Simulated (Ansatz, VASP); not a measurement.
**One calculation of Tl3SI, two programs**

The input INCAR:

```
SYSTEM = Tl3SI
PREC = Accurate ; ENCUT = 520
EDIFF = 1E-6 ; ISMEAR = 0
SIGMA = 0.05 ; LREAL = .False.
LASPH = .True. ; NELM = 100
ALGO = Fast ; ISIF = 2
LWAVE = .False. ; LCHARG = .True.
GGA = PE ; LELF = .True.
LVHAR = .True. ; NBANDS = 34
```

KPOINTS

```
regular mesh
0
Gamma
  4 4 4
  0 0 0
```

The input POSCAR:

```
Tl3SI
1.0
    7.3641881465      0.0000000000      0.0000000000
    0.0000000000      7.3641881465      0.0000000000
    0.0000000000      0.0000000000      7.3641881465
S I Tl
1 1 3
Direct
    0.0000000000      0.0000000000      0.0000000000
    0.5000000000      0.5000000000      0.5000000000
    0.5000000000      0.5000000000      0.0000000000
    0.5000000000      0.0000000000      0.5000000000
    0.0000000000      0.5000000000      0.5000000000
```

Input for Ansatz:

```yaml
crystal:
  lattice:
    - [7.3641881465, 0.0, 0.0]
    - [0.0, 7.3641881465, 0.0]
    - [0.0, 0.0, 7.3641881465]
  atoms:
    - { symbol: S, position: [0.0, 0.0, 0.0] }
    - { symbol: I, position: [0.5, 0.5, 0.5] }
    - { symbol: Tl, position: [0.5, 0.5, 0.0] }
    - { symbol: Tl, position: [0.5, 0.0, 0.5] }
    - { symbol: Tl, position: [0.0, 0.5, 0.5] }
basis:
  ecutwfc: 420
kpoints:
  mp_grid: { grid: [4, 4, 4] }
hamiltonian:
  xc: pbe
scf:
  occupations: { method: gaussian, width: 0.05 }
output:
  forces: true
  stress: true
  eigenvalues: true
```

The cell comes from a database or a generator and needn't be the stable form of this composition.

Alike in both runs: task single point; functional PBE; k mesh 4 × 4 × 4; occupations gaussian, width 0.05 eV; no spin polarisation.

|  | VASP | Ansatz |
| --- | --- | --- |
| version | VASP 6.6.1 | Ansatz 0.2.0 |
| potentials or method | VASP PAW PBE potentials, release 64 (S, I, Tl_d) | scalar-relativistic, plane waves, PAW |
| plane-wave cutoff (eV) | 520 | 420 |
| valence electrons in the cell | 52 | 62 |

|  | VASP | Ansatz | Ansatz less VASP |
| --- | --- | --- | --- |
| gap on the k mesh at the Fermi level (eV) | 0.10 | 0.10 | 0.000 |
| least direct gap on the mesh (eV) | 0.10 | 0.10 | 0.000 |
| pressure (GPa) | -1.8 | -1.7 | +0.02 |

The two sets of potentials don't hold the same shells in valence.

Caveats: spin-orbit coupling is left out, which as a rule narrows the gap of such compounds by several tenths of an eV. A k mesh can miss the band edges.
